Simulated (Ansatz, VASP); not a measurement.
# Cross-check of TaN between VASP and Ansatz, part 2 of 2

Wanted: the spread between two codes on one cell, functional and k mesh. The cell is taken from a series of runs on this material, whose earlier steps may have relaxed, scaled, displaced or heated it; both programs get it as it stands.

VASP 6.6.1 and Ansatz 0.2.0.

So far: The structure; Ansatz: zone-centre phonons, PBEsol.

**3. VASP: zone-centre phonons, PBEsol**

Level of this step: PBEsol; plane waves and PAW (N, Ta_pv) (VASP).

The same cell, functional, mesh and smearing now go to VASP, with its own data sets.

Lines of VASP's logs that name or quote its potential files are left out, and so is its time.

INCAR

```
SYSTEM = TaN
PREC = Accurate
ENCUT = 600
EDIFF = 1E-08
NELM = 120
ISMEAR = 1
SIGMA = 0.2
LREAL = .FALSE.
ALGO = Normal
GGA = PS
NBANDS = 14
LASPH = .TRUE.
LORBIT = 11
LWAVE = .FALSE.
LCHARG = .FALSE.
ISIF = 2
IBRION = 8
GGA_COMPAT = .FALSE.
KPAR = 2
```

POSCAR

```
TaN
1.0
    2.9464691036      0.0000000000      0.0000000000
   -1.4732345518      2.5517170952      0.0000000000
    0.0000000000      0.0000000000      2.7557823872
N Ta
1 1
Direct
    0.6666666678      0.3333333322      0.0000000000
    0.0000000011      0.9999999989      0.5000000000
```

KPOINTS

```
Automatic mesh
0
Gamma
18 18 16
0 0 0
```

PAW data sets: N and Ta_pv (PBE family, release 64).

Started as:

```
$ mpirun -np 2 vasp_std
```

Numbers of over 12 decimals in the logs are rounded to 6 here.

The program printed:

```text
[banner, memory and clock lines left out]
running    2 mpi-ranks, on    1 nodes
 distrk:  each k-point on    1 cores,    2 groups
 distr:  one band on    1 cores,    1 groups

 POSCAR found type information on POSCAR N Ta
 POSCAR found :  2 types and       2 ions
|                                                                             |
|               ----> ADVICE to this user running VASP <----                  |
|                                                                             |
|     You enforced a specific xc type in the INCAR file but a different       |
|     [... a line on the potential file left out ...]
|     I HOPE YOU KNOW WHAT YOU ARE DOING!                                     |
|                                                                             |

 LDA part: xc-table for (Slater+PW92), standard interpolation
 POSCAR, INCAR and KPOINTS ok, starting setup
 FFT: planning ... GRIDC
 FFT: planning ... GRID_SOFT
 FFT: planning ... GRID
 WAVECAR not read
 entering main loop
       N       E                     dE             d eps       ncg     rms          rms(c)
DAV:   1     0.102032924354E+03    0.10203E+03   -0.97909E+03  9324   0.134E+03
DAV:   2    -0.224278538200E+02   -0.12446E+03   -0.11798E+03 11238   0.349E+02
DAV:   3    -0.259988405031E+02   -0.35710E+01   -0.35459E+01 10722   0.577E+01
DAV:   4    -0.260173345034E+02   -0.18494E-01   -0.18490E-01 11130   0.437E+00
DAV:   5    -0.260174426528E+02   -0.10815E-03   -0.10815E-03 11046   0.322E-01    0.260E+01
DAV:   6    -0.238151475095E+02    0.22023E+01   -0.38206E+00 11230   0.247E+01    0.112E+01
DAV:   7    -0.237444845295E+02    0.70663E-01   -0.36079E-01 11604   0.606E+00    0.759E+00
DAV:   8    -0.237160937878E+02    0.28391E-01   -0.11367E-01 12594   0.321E+00    0.167E+00
DAV:   9    -0.237108079476E+02    0.52858E-02   -0.10677E-02 10422   0.937E-01    0.171E-01
DAV:  10    -0.237107416381E+02    0.66310E-04   -0.59498E-04 12810   0.299E-01    0.147E-01
DAV:  11    -0.237106984635E+02    0.43175E-04   -0.69681E-05 10434   0.871E-02    0.147E-02
DAV:  12    -0.237106983146E+02    0.14893E-06   -0.54234E-06 12270   0.210E-02    0.438E-03
DAV:  13    -0.237106983566E+02   -0.42041E-07   -0.21513E-08 10208   0.141E-03    0.262E-03
DAV:  14    -0.237106982827E+02    0.73863E-07   -0.28230E-08 12300   0.163E-03    0.113E-04
DAV:  15    -0.237106982767E+02    0.60545E-08   -0.70691E-10  6264   0.285E-04
   1 F= -.23710698E+02 E0= -.23711045E+02  d E =0.104127E-02
 Linear response reoptimize wavefunctions to high precision
DAV:   1    -0.237106982805E+02   -0.38110E-08   -0.56620E-11  7746   0.102E-04
DAV:   2    -0.237106982805E+02    0.12960E-10   -0.37130E-12  5886   0.207E-05
 Linear response DOF=           4
 Linear response progress:
  Degree of freedom:   1/  4
       N       E                     dE             d eps       ncg     rms          rms(c)
RMM:   1    -0.233678693335E+00   -0.23368E+00    0.12334E-01 95837   0.293E+00
RMM:   2    -0.227509682062E+00    0.61690E-02   -0.31549E-03 69880   0.487E-01    0.198E-01
RMM:   3    -0.228330794354E+00   -0.82111E-03   -0.63030E-04 66443   0.166E-01    0.107E-01
RMM:   4    -0.229531158560E+00   -0.12004E-02   -0.33724E-04 67975   0.122E-01    0.277E-02
RMM:   5    -0.229580775778E+00   -0.49617E-04   -0.13693E-05 77955   0.291E-02    0.280E-03
RMM:   6    -0.229582435687E+00   -0.16599E-05   -0.13681E-06 78817   0.588E-03    0.121E-03
RMM:   7    -0.229575160445E+00    0.72752E-05   -0.18243E-07 81664   0.197E-03    0.834E-04
RMM:   8    -0.229576742691E+00   -0.15822E-05   -0.13426E-08 81147   0.686E-04    0.255E-04
RMM:   9    -0.229574322064E+00    0.24206E-05    0.82068E-09 74238   0.319E-04    0.196E-05
RMM:  10    -0.229574183536E+00    0.13853E-06   -0.10100E-08 85950   0.103E-04    0.160E-05
RMM:  11    -0.229574189361E+00   -0.58250E-08    0.61066E-09 83837   0.331E-05    0.526E-06
 first order change of Fermi-energy   0.65352E-05
 force on displaced ion       1 direction 1 : -15.333   0.001   0.000
 Linear response progress:
  Degree of freedom:   2/  4
       N       E                     dE             d eps       ncg     rms          rms(c)
RMM:   1    -0.236634011788E+00   -0.23663E+00    0.13696E-01 32710   0.297E+00
RMM:   2    -0.230280738133E+00    0.63533E-02   -0.38485E-03 25129   0.516E-01    0.149E-01
RMM:   3    -0.231165500439E+00   -0.88476E-03   -0.79758E-04 23746   0.176E-01    0.768E-02
RMM:   4    -0.232483070282E+00   -0.13176E-02   -0.37789E-04 24335   0.124E-01    0.218E-02
RMM:   5    -0.232608126609E+00   -0.12506E-03   -0.19261E-05 26474   0.349E-02    0.322E-03
RMM:   6    -0.232606626840E+00    0.14998E-05   -0.14746E-06 27032   0.799E-03    0.105E-03
RMM:   7    -0.232598533979E+00    0.80929E-05   -0.27525E-07 26696   0.254E-03    0.393E-04
RMM:   8    -0.232600343201E+00   -0.18092E-05   -0.14564E-08 28728   0.836E-04    0.139E-04
RMM:   9    -0.232600049872E+00    0.29333E-06   -0.76550E-09 28413   0.276E-04    0.327E-05
RMM:  10    -0.232599771894E+00    0.27798E-06   -0.84995E-09 29601   0.954E-05    0.104E-05
RMM:  11    -0.232599813778E+00   -0.41884E-07    0.84650E-10 28772   0.334E-05    0.250E-06
RMM:  12    -0.232599829434E+00   -0.15655E-07   -0.12695E-09 27512   0.134E-05    0.120E-06
RMM:  13    -0.232599831539E+00   -0.21051E-08   -0.56661E-11 21270   0.587E-06    0.277E-07
 first order change of Fermi-energy   0.14557E-03
 force on displaced ion       1 direction 3 :   0.000   0.000 -17.975
 Linear response progress:
  Degree of freedom:   3/  4
       N       E                     dE             d eps       ncg     rms          rms(c)
RMM:   1    -0.135298492026E+00   -0.13530E+00    0.11490E+01 42141   0.250E+01
RMM:   2    -0.164200956330E+00   -0.28902E-01   -0.26709E-02 64846   0.152E+00    0.194E-01
RMM:   3    -0.162928928025E+00    0.12720E-02   -0.25068E-03 73999   0.331E-01    0.110E-01
RMM:   4    -0.162052961610E+00    0.87597E-03   -0.33143E-04 82282   0.121E-01    0.388E-02
RMM:   5    -0.161776558350E+00    0.27640E-03   -0.84678E-05 86914   0.327E-02    0.634E-03
RMM:   6    -0.161780633404E+00   -0.40751E-05   -0.91051E-05 83123   0.116E-02    0.182E-03
RMM:   7    -0.161783029301E+00   -0.23959E-05   -0.52806E-05 90641   0.381E-03    0.464E-04
RMM:   8    -0.161784981105E+00   -0.19518E-05   -0.28775E-05 92442   0.143E-03    0.180E-04
RMM:   9    -0.161786106546E+00   -0.11254E-05   -0.16127E-05 84684   0.642E-04    0.572E-05
RMM:  10    -0.161786455231E+00   -0.34868E-06   -0.78559E-06 88655   0.311E-04    0.214E-05
RMM:  11    -0.161786593921E+00   -0.13869E-06   -0.42912E-06 95131   0.146E-04    0.669E-06
RMM:  12    -0.161786590948E+00    0.29731E-08   -0.22553E-06 91635   0.735E-05    0.658E-06
RMM:  13    -0.161786608898E+00   -0.17950E-07   -0.13062E-06 88634   0.417E-05    0.668E-06
RMM:  14    -0.161786656944E+00   -0.48045E-07   -0.70677E-07 80815   0.286E-05    0.379E-06
RMM:  15    -0.161786637499E+00    0.19444E-07   -0.40336E-07 76166   0.168E-05    0.708E-07
RMM:  16    -0.161786640373E+00   -0.28734E-08   -0.23209E-07 58214   0.103E-05    0.665E-07
RMM:  17    -0.161786638279E+00    0.20941E-08   -0.13569E-07 48565   0.738E-06    0.973E-07
RMM:  18    -0.161786640397E+00   -0.21182E-08   -0.76326E-08 46313   0.571E-06    0.663E-07
 first order change of Fermi-energy  -0.21316E-04
 force on displaced ion       2 direction 1 : -15.329   0.001   0.000
 Linear response progress:
  Degree of freedom:   4/  4
       N       E                     dE             d eps       ncg     rms          rms(c)
RMM:   1    -0.141761804553E+00   -0.14176E+00    0.10511E+01 15098   0.245E+01
RMM:   2    -0.170830210916E+00   -0.29068E-01   -0.26361E-02 22212   0.148E+00    0.143E-01
RMM:   3    -0.170043987000E+00    0.78622E-03   -0.21843E-03 25965   0.302E-01    0.765E-02
RMM:   4    -0.169452348521E+00    0.59164E-03   -0.21019E-04 27652   0.104E-01    0.234E-02
RMM:   5    -0.169304856272E+00    0.14749E-03   -0.30833E-05 29299   0.306E-02    0.660E-03
RMM:   6    -0.169284230953E+00    0.20625E-04   -0.32525E-05 27836   0.112E-02    0.105E-03
RMM:   7    -0.169285798627E+00   -0.15677E-05   -0.20884E-05 29990   0.355E-03    0.386E-04
RMM:   8    -0.169287692363E+00   -0.18937E-05   -0.13125E-05 31386   0.141E-03    0.161E-04
RMM:   9    -0.169288599554E+00   -0.90719E-06   -0.76608E-06 28788   0.653E-04    0.605E-05
RMM:  10    -0.169289004843E+00   -0.40529E-06   -0.41864E-06 29169   0.374E-04    0.208E-05
RMM:  11    -0.169289623331E+00   -0.61849E-06   -0.23746E-06 29485   0.207E-04    0.296E-05
RMM:  12    -0.169289261003E+00    0.36233E-06   -0.13940E-06 26740   0.126E-04    0.681E-06
RMM:  13    -0.169289270918E+00   -0.99150E-08   -0.92105E-07 30282   0.666E-05    0.789E-06
RMM:  14    -0.169289237620E+00    0.33298E-07   -0.56011E-07 29369   0.433E-05    0.116E-05
RMM:  15    -0.169289335197E+00   -0.97577E-07   -0.35879E-07 26416   0.346E-05    0.568E-06
RMM:  16    -0.169289488901E+00   -0.15370E-06   -0.21272E-07 30969   0.345E-05    0.466E-06
RMM:  17    -0.169289517556E+00   -0.28655E-07   -0.12744E-07 30265   0.157E-05    0.593E-06
RMM:  18    -0.169289498562E+00    0.18993E-07   -0.80461E-08 25034   0.106E-05    0.422E-06
RMM:  19    -0.169289437932E+00    0.60630E-07   -0.58731E-08 31815   0.131E-05    0.263E-07
RMM:  20    -0.169289434328E+00    0.36041E-08   -0.42979E-08 22527   0.626E-06    0.455E-07
 first order change of Fermi-energy  -0.10562E-02
 force on displaced ion       2 direction 3 :  -0.000   0.000 -17.969
 Linear response finished
```

OUTCAR, selected parts (step 3):

```text
ion  position               nearest neighbor table
   1  0.667  0.333  0.000-   2 2.19   2 2.19   2 2.19   2 2.19   2 2.19   2 2.19
   2  0.000  1.000  0.500-   1 2.19   1 2.19   1 2.19   1 2.19   1 2.19   1 2.19

  LATTYP: Found a hexagonal cell.
 ALAT       =     2.9464691036
 C/A-ratio  =     0.9352829744

 Subroutine GETGRP returns: Found 12 space group operations
 (whereof 12 operations were pure point group operations)

The static configuration has the point symmetry D_3h.

 Found    333 irreducible k-points:

   k-points           NKPTS =    333   k-points in BZ     NKDIM =    333   number of bands    NBANDS=     14

   dimension x,y,z NGX =    24 NGY =   24 NGZ =   24
   dimension x,y,z NGXF=    48 NGYF=   48 NGZF=   48

   ENCUT  =  600.0 eV  44.10 Ry    6.64 a.u.   5.88  5.88  5.50*2*pi/ulx,y,z

   NELECT =      16.0000    total number of electrons

 k-points in reciprocal lattice and weights: Automatic mesh
   0.00000000  0.00000000  0.00000000       0.000
   0.05555556 -0.00000000  0.00000000       0.001
   0.11111111 -0.00000000  0.00000000       0.001
   0.16666667 -0.00000000  0.00000000       0.001
   0.22222222 -0.00000000  0.00000000       0.001
   0.27777778 -0.00000000  0.00000000       0.001
   0.33333333 -0.00000000  0.00000000       0.001
   0.38888889 -0.00000000  0.00000000       0.001
   0.44444444 -0.00000000  0.00000000       0.001
[...]
0.33333333  0.27777778  0.50000000       0.002
   0.33333333  0.33333333  0.50000000       0.000

 average (electrostatic) potential at core
       1 -61.4137       2 -34.2304

  Total        0.1119922      0.1119922      4.7470491      0.0000000      0.0000000      0.0000000
  in kB        8.6600205      8.6600205    367.0751373      0.0000000      0.0000000      0.0000000
  external PRESSURE =     128.1317261 kB  Pullay stress =       0.0000000 kB

  energy-cutoff  :      600.00
  volume of cell :       20.72
      direct lattice vectors                 reciprocal lattice vectors
     2.946469104  0.000000000  0.000000000     0.339389271  0.195946487  0.000000000
    -1.473234552  2.551717095  0.000000000     0.000000000  0.391892974  0.000000000
     0.000000000  0.000000000  2.755782387     0.000000000  0.000000000  0.362873355

 POSITION                                       TOTAL-FORCE (eV/Angst)
 -----------------------------------------------------------------------------------
      1.47323      0.85057      0.00000         0.000000     -0.000000      0.000000
     -1.47323      2.55172      1.37789        -0.000000      0.000000      0.000000
 -----------------------------------------------------------------------------------
    total drift:                               -0.000004      0.000002     -0.000000

 Eigenvectors and eigenvalues of the dynamical matrix
 ----------------------------------------------------

   1 f  =   18.386003 THz   115.522665 2PiTHz  613.291051 cm-1    76.038365 meV
             X         Y         Z           dx          dy          dz
      1.473235  0.850572  0.000000     0.000000   -0.000000    0.963435
     -1.473235  2.551717  1.377891    -0.000000   -0.000000   -0.267943

   2 f  =   16.981137 THz   106.695632 2PiTHz  566.429768 cm-1    70.228309 meV
             X         Y         Z           dx          dy          dz
      1.473235  0.850572  0.000000    -0.000000    0.963431    0.000000
     -1.473235  2.551717  1.377891     0.000000   -0.267956    0.000000

   3 f  =   16.981137 THz   106.695632 2PiTHz  566.429768 cm-1    70.228309 meV
             X         Y         Z           dx          dy          dz
      1.473235  0.850572  0.000000    -0.963431   -0.000000    0.000000
     -1.473235  2.551717  1.377891     0.267956    0.000000    0.000000

   4 f/i=    0.000597 THz     0.003750 2PiTHz    0.019909 cm-1     0.002468 meV
             X         Y         Z           dx          dy          dz
      1.473235  0.850572  0.000000     0.000000    0.267956   -0.000000
     -1.473235  2.551717  1.377891    -0.000000    0.963431   -0.000000

   5 f/i=    0.000597 THz     0.003750 2PiTHz    0.019909 cm-1     0.002468 meV
             X         Y         Z           dx          dy          dz
      1.473235  0.850572  0.000000     0.267956   -0.000000    0.000000
     -1.473235  2.551717  1.377891     0.963431    0.000000    0.000000

   6 f/i=    0.000901 THz     0.005662 2PiTHz    0.030059 cm-1     0.003727 meV
             X         Y         Z           dx          dy          dz
      1.473235  0.850572  0.000000     0.000000    0.000000    0.267943
     -1.473235  2.551717  1.377891    -0.000000    0.000000    0.963435

 ELASTIC MODULI CONTR FROM IONIC RELAXATION (kBar)
 Direction    XX          YY          ZZ          XY          YZ          ZX
 --------------------------------------------------------------------------------
 XX         -75.5914     75.5914      0.0000     -0.0000      0.0000      0.0000
 YY          75.5914    -75.5914      0.0000      0.0000      0.0000      0.0000
 ZZ           0.0000      0.0000      0.0000      0.0000      0.0000      0.0000
 XY          -0.0000      0.0000      0.0000    -75.5914      0.0000      0.0000
 YZ           0.0000      0.0000      0.0000      0.0000      0.0000      0.0000
 ZX           0.0000      0.0000      0.0000      0.0000      0.0000      0.0000
 --------------------------------------------------------------------------------
```

**4. Differences**

Known differences besides the potentials themselves: the data sets hold 18 valence electrons in Ansatz (on its PAW soft_1 files) and 16 in VASP; the cutoff is 420 eV in Ansatz and 600 eV in VASP; Ansatz makes its cores anew for this functional, VASP keeps those of its PBE data sets. Total energies have different zeros and are not compared.

Compared:

```
                  quantity  Ansatz   VASP  difference
optical mode 1 to 2 (cm⁻¹)   562.6  566.4     -0.67 %
     optical mode 3 (cm⁻¹)   610.2  613.3     -0.50 %
```

Modes are paired by rising frequency, not by their patterns, so a pair may set unlike modes beside each other; they are those without the splitting of longitudinal modes.

**5. Outcome**

* r.m.s. difference of the optical zone-centre modes, each program's sorted by frequency (zone-centre phonons, PBEsol): 3.6 cm⁻¹
* difference in optical mode 1 to 2 (zone-centre phonons, PBEsol): -0.7 %

The r.m.s. difference of the optical zone-centre modes, each program's sorted by frequency is 3.6 cm⁻¹ (zone-centre phonons, PBEsol). The data sets hold unlike numbers of valence electrons (18 in Ansatz and 16 in VASP), so part of the differences comes from the potentials. Among the rows given in per cent, the largest difference of the zone-centre phonons, PBEsol pair is in optical mode 1 to 2, -0.7 %. Such differences can come from data sets, numerical settings and the points named under the comparisons, not from the functional's error against experiment.

[Lines on the potential files, build, host, timing and source positions are cut from VASP's logs without a mark.]

[Logs are printed without paths, hosts, clocks, repeated set-up lines and the standing remarks that a program may print on its own settings, such as how far it seeks lower states.]

[Hosts, paths, dates, database ids (printed as entryN), source tags and the programs' standing remarks are cut or masked in the printed files.]
